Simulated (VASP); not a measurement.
Crystal: Cd.

```
CELL_PARAMETERS angstrom
2.95847 0.00000 0.00000
-1.47924 2.56211 0.00000
0.00000 0.00000 5.88593
ATOMIC_POSITIONS crystal
Cd 0.33333 0.66667 0.25000
Cd 0.66667 0.33333 0.75000
```

```yaml
Program: VASP 6.6.1
Task: relaxation of cell and atoms
Functional: RPBE
Potentials_or_basis: VASP PAW PBE potentials, release 64 (Cd)
Cutoff: 600 eV
k_mesh: 18 × 18 × 8
Occupations: gaussian, width 0.1 eV
Spin: no spin polarisation
```

At the start: pressure 4.7 GPa; volume 22.31 Å³/atom.

How do energy, volume and symmetry change on relaxing?

Over 14 steps the energy falls by 31.5 meV/atom and the volume is 24.39 Å³/atom (+9.3 %); space group P6_3/mmc (No. 194, to 0.05 Å).

Step by step:
```csv
step,energy change (eV),largest force (eV/Å),pressure (GPa),volume (Å³)
1,0.0000,0.0000,4.70,44.62
2,-0.0622,0.0000,0.00,48.96
3,-0.0622,0.0000,-0.05,49.03
4,-0.0623,0.0000,-0.01,48.99
5,-0.0625,0.0000,0.04,48.87
6,-0.0627,0.0000,0.15,48.63
7,-0.0627,0.0000,0.11,48.66
8,-0.0629,0.0000,0.02,48.76
9,-0.0627,0.0000,-0.17,48.97
10,-0.0629,0.0000,-0.01,48.82
11,-0.0629,0.0000,-0.06,48.84
12,-0.0629,0.0000,-0.03,48.83
13,-0.0629,0.0000,-0.06,48.84
14,-0.0629,0.0000,-0.01,48.78
```

Final structure:
```xyz
2
Lattice="3.1019 0.0000 0.0000 -1.5510 2.6863 0.0000 0.0000 0.0000 5.8540" Properties=species:S:1:pos:R:3 pbc="T T T"
Cd    0.0000    1.7909    1.4635
Cd    1.5510    0.8954    4.3905
```

Caveat: the PAW data sets were made with another functional, which shifts forces and pressure a little.
